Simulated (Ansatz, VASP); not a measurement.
# Sn8Te7Se (SnTe0.9Se0.1, rock salt): VASP beside Ansatz

One calculation is typed for both programs; each brings its own data sets. How far apart do they land? The cell is invented: As first built, before any earlier steps moved the atoms (in the runner's words): 1x2x2 conventional cells of the SnTe type (32 atoms: 2 Se, 16 Sn, 14 Te); Te/Se share their sites, the best of 600 random draws by like-pair counts in two shells; start lattice by linear mixing of the end members' cells; atoms moved at random by 0.02 A. It may not be a known or stable phase. The structure shown is the start of the Ansatz relaxation below; VASP solves that cell, so the two are compared at the walk's first step.

Method: plane waves, with VASP 6.6.1 beside it; single point at PBEsol, in Ansatz 0.2.0.

## (1) The starting structure

The cell holds 32 atoms: 2 Se, 16 Sn and 14 Te. Cell: a = 6.274 Å, b = 12.547 Å, c = 12.547 Å, α = 90.0°, β = 90.0°, γ = 90.0°. It derives from SnTe (SnTe type, space group 225), repeated 1×2×2. As first built, before any earlier steps moved the atoms (in the runner's words): 1x2x2 conventional cells of the SnTe type (32 atoms: 2 Se, 16 Sn, 14 Te); Te/Se share their sites, the best of 600 random draws by like-pair counts in two shells; start lattice by linear mixing of the end members' cells; atoms moved at random by 0.02 A.

## (2) Ansatz: relaxation, PBEsol

Ansatz runs on its default PAW (the set named soft_2) files.

The two programs are compared at the cell with which this relaxation starts, whose forces are those of its first step.

File input.yaml:

```yaml
crystal:
  lattice:
    - [6.27353, 0.0, 0.0]
    - [0.0, 12.54706, 0.0]
    - [0.0, 0.0, 12.54706]
  atoms:
    - { symbol: Se, position: [0.49151, 0.00096, 0.4996] }
    - { symbol: Se, position: [0.99521, 0.75111, 0.49992] }
    - { symbol: Sn, position: [0.00941, 0.99646, 0.99872] }
    - { symbol: Sn, position: [0.00016, 0.24939, 0.25104] }
    - { symbol: Sn, position: [0.50284, 0.00077, 0.25011] }
    - { symbol: Sn, position: [0.49779, 0.25029, 0.00143] }
    - { symbol: Sn, position: [0.00039, 0.99666, 0.50269] }
    - { symbol: Sn, position: [0.99843, 0.25141, 0.74921] }
    - { symbol: Sn, position: [0.50346, 0.99948, 0.75238] }
    - { symbol: Sn, position: [0.50418, 0.24898, 0.49535] }
    - { symbol: Sn, position: [0.00112, 0.49843, 0.00157] }
    - { symbol: Sn, position: [0.00122, 0.74941, 0.2485] }
    - { symbol: Sn, position: [0.4973, 0.50235, 0.25154] }
    - { symbol: Sn, position: [0.49933, 0.75052, 0.00147] }
    - { symbol: Sn, position: [0.99943, 0.49713, 0.50266] }
    - { symbol: Sn, position: [0.99899, 0.74903, 0.75005] }
    - { symbol: Sn, position: [0.49697, 0.49828, 0.75037] }
    - { symbol: Sn, position: [0.49776, 0.7507, 0.50066] }
    - { symbol: Te, position: [0.50634, 0.99959, 0.00016] }
    - { symbol: Te, position: [0.49831, 0.25192, 0.2508] }
    - { symbol: Te, position: [0.00127, 0.00304, 0.25049] }
    - { symbol: Te, position: [0.00092, 0.24794, 0.99724] }
    - { symbol: Te, position: [0.49842, 0.25019, 0.74829] }
    - { symbol: Te, position: [0.99701, 0.00124, 0.74913] }
    - { symbol: Te, position: [0.9982, 0.24949, 0.49829] }
    - { symbol: Te, position: [0.50282, 0.50232, 0.00169] }
    - { symbol: Te, position: [0.50498, 0.74689, 0.25148] }
    - { symbol: Te, position: [0.99965, 0.50224, 0.24901] }
    - { symbol: Te, position: [0.00269, 0.75289, 0.00104] }
    - { symbol: Te, position: [0.50055, 0.49981, 0.50092] }
    - { symbol: Te, position: [0.49956, 0.74823, 0.75108] }
    - { symbol: Te, position: [0.0055, 0.50073, 0.75182] }
kpoints:
  mp_grid: { grid: [4, 2, 2], shift: [0.5, 0.5, 0.5] }
hamiltonian:
  xc: pbesol
scf:
  occupations: { method: methfessel_paxton, width: 0.15 }
output:
  forces: true
  stress: true
relax:
  f_tol: 0.02
  max_steps: 45
  cell: { stress_tol: 0.1 }
```

Command:

```bash
$ ansatz run input.yaml --threads 4 --pin off --max-ram 15360MiB --backend cpu --events-out ev --progress --plain --runs-dir out
```

Numbers of over 12 decimals in the logs are rounded to 6 here.

The log of the run:

```text
The last accepted step is kept in <dir> (removed where the run ends without a failure and the disk answers)
Engine: ansatz 0.2.0, aarch64-unknown-linux-gnu
Pseudopotentials: kind: paw
Pseudopotential: Se, paw, valence charge 16, recommended cutoff 420 eV (normal), Se.paw.azcp
Pseudopotential: Sn, paw, valence charge 14, recommended cutoff 420 eV (normal), Sn.paw.azcp
Pseudopotential: Te, paw, valence charge 16, recommended cutoff 420 eV (normal), Te.paw.azcp
Functional definition: PBEsol
  exchange = pbesol_x
  correlation = pbesol_c
Crystal: 32 atoms, lattice volume = 987.634 Å³
Basis set: ecut = 420 eV, 19269 PW (Γ), exchange–correlation on 90×180×180 points (8 copies of the dense FFT grid, shifted against one another)
Bands: 288, of which v1, the nominal top of the filled ones, is band 240 counted from 1 (239 counted from 0)
Symmetry: 1 space group operations
Space group: P1 (ITA 1), of the structure as read, at distance tolerance 1.0e-4 Å
k-points: 8 of 16 (time reversal used)
Non-local potential: Se, projectors of the file, l = 0: 2, l = 1: 2, l = 2: 3, l = 3: 1
Non-local potential: Sn, projectors of the file, l = 0: 2, l = 1: 2, l = 2: 2, l = 3: 2
Non-local potential: Te, projectors of the file, l = 0: 2, l = 1: 2, l = 2: 2, l = 3: 2
PAW form: soft (Blöchl's): semilocal exchange-correlation on the pseudo side does not see the compensation charge
PAW frozen core: Se, regenerated for the run's functional, and the local potential with it (the file was generated under x = pbe(κ = 0.804, μ = 0.219515), c = pbe(β = 0.066725))
PAW frozen core: Sn, regenerated for the run's functional, and the local potential with it (the file was generated under x = pbe(κ = 0.804, μ = 0.219515), c = pbe(β = 0.066725))
PAW frozen core: Te, regenerated for the run's functional, and the local potential with it (the file was generated under x = pbe(κ = 0.804, μ = 0.219515), c = pbe(β = 0.066725))
PAW one-centre angular grid: Se, 590 points (default); XC on 64 Gauss nodes
PAW one-centre angular grid: Sn, 590 points (default); XC on 64 Gauss nodes
PAW one-centre angular grid: Te, 590 points (default); XC on 64 Gauss nodes
Initial density: superposition of atomic densities (neutral atoms: chi_scale 0, normalization atom), corrected by the library's trained network
Initial wavefunctions: pseudopotential atomic-orbital guess
Functional: x = pbesol(κ = 0.804, μ = 0.123457), c = pbesol(β = 0.046)
SCF iter   1: F=—  HF=-202675.166788 eV  |F-HF|=—  |Δ(HF+E_count)|=         —  Δρ=2.36e-3  dr2=6.64e-2  ethr=1.77e-3  ⟨swp⟩=7.2  Hψ=9256  notcnv=0
preconditioner: auto → Resta (q_TF=auto, 2.419 Å⁻¹)  ε∞=4.5  [insulator: Δε(μ)=0.695 eV  Ē_g=7.999 eV  σ=0.150 eV  W_gap=1.01  n_scr=232 (ndim 8)  ℏωp=14.9 eV  f_vac=0.010  D(μ)=-0.20/eV (n_scr^D=0)  ε∞_Penn≈4.5]
SCF iter   2: F=—  HF=-202675.123107 eV  |F-HF|=—  |Δ(HF+E_count)|=   4.37e-2  S|Δr|=    0.00e0  Δρ=1.24e-3  dr2=1.07e-2  ethr=1.38e-5  ⟨swp⟩=2.0  Hψ=3870  notcnv=0
SCF iter   3: F=—  HF=-202675.120923 eV  |F-HF|=—  |Δ(HF+E_count)|=   2.18e-3  S|Δr|=    0.00e0  Δρ=2.72e-4  dr2=1.67e-3  ethr=2.24e-6  ⟨swp⟩=2.0  Hψ=3880  notcnv=0
SCF iter   4: F=—  HF=-202675.120794 eV  |F-HF|=—  |Δ(HF+E_count)|=   1.29e-4  S|Δr|=    0.00e0  Δρ=1.50e-4  dr2=2.55e-4  ethr=3.49e-7  ⟨swp⟩=2.0  Hψ=3968  notcnv=0
SCF iter   5: F=—  HF=-202675.120861 eV  |F-HF|=—  |Δ(HF+E_count)|=   6.68e-5  S|Δr|=    0.00e0  Δρ=5.59e-5  dr2=5.32e-5  ethr=5.31e-8  ⟨swp⟩=2.0  Hψ=3960  notcnv=0
SCF iter   6: F=—  HF=-202675.121199 eV  |F-HF|=—  |Δ(HF+E_count)|=   3.38e-4  S|Δr|=    0.00e0  Δρ=1.40e-5  dr2=3.72e-6  ethr=1.11e-8  ⟨swp⟩=2.0  Hψ=3320  notcnv=0
SCF iter   7: F=—  HF=-202675.121200 eV  |F-HF|=—  |Δ(HF+E_count)|=   1.25e-6  S|Δr|=    0.00e0  Δρ=7.81e-6  dr2=8.91e-7  ethr=7.75e-10  ⟨swp⟩=2.0  Hψ=3972  notcnv=0
SCF iter   8: F=-202675.121200 eV  HF=-202675.121200 eV  |F-HF|=5.76e-9  |Δ(HF+E_count)|=   3.18e-7  S|Δr|=    0.00e0  Δρ=2.17e-6  dr2=5.07e-8  ethr=2.08e-11  ⟨swp⟩=3.0  Hψ=8671  notcnv=0
WARN: on these k-points the computed levels leave a gap of 0.6958 eV at the electron count, 4.6 widths of the methfessel_paxton smearing (0.1500 eV); against the step filling of these same bands (every level under the gap full, every level over it empty) smearing changes F+E_penalty+E_count by +0.213 meV and its σ→0 estimate by -0.455 meV; at least one of the two is larger in size than the energy tolerance (0.100 meV [...]
[...]
Initial wavefunctions: pseudopotential atomic-orbital guess (no wavefunctions were taken with the density)
iter 1 solved again at ethr=2.47e-7 eV; its pass at ethr=3.10e-3 eV (dr2=1.18e-3 eV) is discarded
SCF iter   1: F=—  HF=-202675.354928 eV  |F-HF|=—  |Δ(HF+E_count)|=         —  Δρ=8.16e-5  dr2=1.40e-6  ethr=2.47e-7  ⟨swp⟩=3.5  Hψ=15383  notcnv=0
preconditioner: auto → Resta (q_TF=auto, 2.420 Å⁻¹)  ε∞=4.5  [insulator: Δε(μ)=0.691 eV  Ē_g=8.028 eV  σ=0.150 eV  W_gap=1.01  n_scr=232 (ndim 8)  ℏωp=15.0 eV  f_vac=0.008  D(μ)=-0.18/eV (n_scr^D=0)  ε∞_Penn≈4.5]
SCF iter   2: F=—  HF=-202675.355527 eV  |F-HF|=—  |Δ(HF+E_count)|=   5.99e-4  S|Δr|=    0.00e0  Δρ=4.12e-5  dr2=3.57e-7  ethr=2.92e-10  ⟨swp⟩=3.0  Hψ=4466  notcnv=0
[...]
SCF converged after 4 iterations
Stability not checked: this state was not tested for a lower state beside it, because cold or Methfessel-Paxton smearing, or corrected tetrahedra, fill the levels in a way that the test cannot read (fill_not_monotonic; see scf.lower_state_search)
Free energy (F): -202675.355610 eV
Harris-Foulkes:  -202675.355610 eV  (|F-HF|=1.75e-10)
Internal energy: -202675.358056 eV  (E = F + TS)
E sigma→0 (E₀):  -202675.356222 eV
Entropy (-TS):   0.002446 eV (0.076 meV/atom)
Fermi energy:    9.550936 eV
Step filling:    the computed levels leave a gap of 0.6912 eV = 4.6 smearing widths at the electron count; against every level under it full and every level over it empty, smearing changes F+E_penalty+E_count by +0.195 meV and its σ→0 estimate by -0.416 meV
--- Per-component energies (eV) ---
  E_band       = -5958.960970
  E_kinetic    = 5743.991591
  E_local      = -37068.186497  (includes V_loc(G=0)·N_el)
  E_nonlocal   = -5990.425901
  E_hartree    = 22527.761572
  E_xc         = -8017.112511
  E_vxc        = -3219.328941  (∫ρ·V_xc dr)
  E_paw        = -132912.372805  (= ΣΔE_a)
  E_vpaw       = -10480.530648  (= ΣTr[D̂ρ^β])
  E_aug_tail   = -0.003821  (compensation charges beyond the density's cutoff)
  E_ewald      = -46970.831435
  E_core_change = 11.821750  (= ΣΔE_core)
  E_smearing   = 0.002446  (= −TS)
  E_closure    = 0.000000  (closes the sum)
  Σ components = -202675.355610   (vs F -202675.355610, Δ=0.00e0)
--- Forces (eV/Å), atoms counted from 1 ---
  atom   1  Se    -0.00314227    -0.00442487     0.00190292
  atom   2  Se     0.00208542     0.00397298     0.00054282
  atom   3  Sn     0.00052788     0.00050464     0.00116060
  atom   4  Sn    -0.00059319     0.00112907    -0.00080219
  atom   5  Sn    -0.00055212    -0.00003947    -0.00075929
  atom   6  Sn     0.00028900    -0.00070821    -0.00003520
  atom   7  Sn     0.00065803     0.00692344    -0.00049802
  atom   8  Sn    -0.00055398     0.00186810     0.00175255
  atom   9  Sn     0.00043910     0.00086632     0.00381524
  atom  10  Sn     0.00126985     0.00450648     0.00091968
  atom  11  Sn    -0.00015917     0.00268303     0.00074447
  atom  12  Sn    -0.00002819     0.00041985     0.00055855
  atom  13  Sn    -0.00062356     0.00073493    -0.00058464
  atom  14  Sn    -0.00036973     0.00029493     0.00120665
  atom  15  Sn     0.00057038     0.00141214     0.00130536
  atom  16  Sn     0.00054273    -0.00081581     0.00286189
  atom  17  Sn    -0.00073638    -0.00031042     0.00093446
  atom  18  Sn     0.00141110    -0.00275023    -0.00049523
  atom  19  Te    -0.00106623    -0.00190538    -0.00205092
  atom  20  Te     0.00067415    -0.00182191    -0.00099314
  atom  21  Te     0.00011653    -0.00116236     0.00081571
  atom  22  Te    -0.00039297    -0.00071708    -0.00040815
  atom  23  Te     0.00034491    -0.00290994    -0.00120474
  atom  24  Te     0.00145763    -0.00101524    -0.00290441
  atom  25  Te    -0.00298519     0.00005213    -0.00033919
  atom  26  Te    -0.00043372    -0.00121118    -0.00018409
  atom  27  Te     0.00077831    -0.00079631     0.00031924
  atom  28  Te     0.00111996     0.00012350    -0.00101027
  atom  29  Te    -0.00062274     0.00000823    -0.00268490
  atom  30  Te    -0.00298451    -0.00420002    -0.00076890
  atom  31  Te     0.00168449    -0.00124932    -0.00190761
  atom  32  Te     0.00127327     0.00053800    -0.00121200
  max |Σ_I F_I| component: 2.73e-6 eV/Å
--- Stress (GPa, compression-positive) ---
        0.000555       0.001016       0.001381
        0.001016       0.000501       0.001739
        0.001381       0.001739      -0.011552
  P = ⅓ Tr σ = -0.0035 GPa (-0.035 kbar)
--- Relaxed structure (8 steps of the walk, 7 accepted, 1 SCFs on fresh bases) ---
  F+E_penalty+E_count = -202675.35561038 eV   max|allowed force component| = 6.923e-3 eV/Å   (the final SCF, on the basis selected at the relaxed cell)
  cell:  # Å, volume = 986.3295 Å³
    - [6.284912, -0.00998326, 0.017602]
    - [-0.019967, 12.521966, -0.011882]
    - [0.035203, -0.011882, 12.533005]
  atoms:
    - { symbol: Se, position: [0.483101, 0.00173755, 0.496050] }
    - { symbol: Se, position: [0.985052, 0.751294, 0.496282] }
    - { symbol: Sn, position: [0.00602132, 0.998893, 1.001492] }
    - { symbol: Sn, position: [0.00272675, 0.249746, 0.252294] }
    - { symbol: Sn, position: [0.501464, -0.000282984, 0.263387] }
    - { symbol: Sn, position: [0.503746, 0.248599, 0.00118004] }
    - { symbol: Sn, position: [0.030859, 0.991503, 0.501153] }
    - { symbol: Sn, position: [1.004170, 0.249541, 0.751788] }
    - { symbol: Sn, position: [0.505465, 0.999273, 0.749938] }
    - { symbol: Sn, position: [0.504520, 0.238319, 0.501120] }
    - { symbol: Sn, position: [0.00433774, 0.499777, 0.00142578] }
    - { symbol: Sn, position: [0.00200972, 0.749155, 0.263723] }
    - { symbol: Sn, position: [0.503319, 0.499093, 0.252373] }
    - { symbol: Sn, position: [0.506492, 0.749454, 0.00173178] }
    - { symbol: Sn, position: [1.007250, 0.505187, 0.501432] }
    - { symbol: Sn, position: [1.005839, 0.749023, 0.749972] }
    - { symbol: Sn, position: [0.504626, 0.498788, 0.751879] }
    - { symbol: Sn, position: [0.532653, 0.752937, 0.501415] }
    - { symbol: Te, position: [0.494523, 1.001063, -0.00294195] }
    - { symbol: Te, position: [0.492820, 0.251257, 0.247717] }
    - { symbol: Te, position: [-0.00828525, 0.00111443, 0.248210] }
    - { symbol: Te, position: [-0.00612381, 0.251180, 0.997873] }
    - { symbol: Te, position: [0.494230, 0.250949, 0.747595] }
    - { symbol: Te, position: [0.995863, 0.000943863, 0.747765] }
    - { symbol: Te, position: [0.993680, 0.250790, 0.498011] }
    - { symbol: Te, position: [0.494246, 0.501030, -0.00200439] }
    - { symbol: Te, position: [0.492124, 0.751428, 0.248502] }
    - { symbol: Te, position: [0.993300, 0.501306, 0.247921] }
    - { symbol: Te, position: [-0.00515274, 0.751040, -0.00278987] }
    - { symbol: Te, position: [0.495817, 0.501919, 0.498154] }
    - { symbol: Te, position: [0.496290, 0.750898, 0.748115] }
    - { symbol: Te, position: [-0.00526178, 0.500925, 0.747947] }
```

[end of part 1 of 2]

[Lines on the potential files, build, host, timing and source positions are cut from VASP's logs without a mark.]

[Logs are printed without paths, hosts, clocks, repeated set-up lines and the standing remarks that a program may print on its own settings, such as how far it seeks lower states.]

[Hosts, paths, dates, database ids (printed as entryN), source tags and the programs' standing remarks are cut or masked in the printed files.]
